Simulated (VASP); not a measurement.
Consider the following.

```
CELL_PARAMETERS angstrom
      1.64996    -5.26435     0.00000
      1.64996     5.26435     0.00000
      0.00000     0.00000     4.35472
ATOMIC_POSITIONS crystal
  P  0.09548 0.90452 0.91145
  P  0.40452 0.59548 0.41145
  P  0.59548 0.40452 0.58855
  P  0.90452 0.09548 0.08855
```

Computed with r2SCAN meta-GGA, VASP's PBE PAW potentials (set 64) (plane waves; VASP). Run with 480 eV cut-off, 6×6×6 Γ-centred mesh, Gaussian smearing of 0.050 eV, potentials P.

Problem. The ions are relaxed. Predict the relaxed structure.

Solution. 
```
CELL_PARAMETERS angstrom
      1.64996    -5.26435     0.00000
      1.64996     5.26435     0.00000
      0.00000     0.00000     4.35472
ATOMIC_POSITIONS crystal
  P  0.10052 0.89948 0.91731
  P  0.39948 0.60052 0.41731
  P  0.60052 0.39948 0.58269
  P  0.89948 0.10052 0.08269
```
Space group Cmce (64), at a tolerance of 0.03 Å.

Problem. How much energy does the relaxation gain?

Solution. The energy (σ→0) changes by -26.8 meV/atom, in 8 ionic steps.

The compound is P in the black structure. This cell was strained or had an atom moved on purpose. Symmetry was kept, so distortions that lower it aren't found.
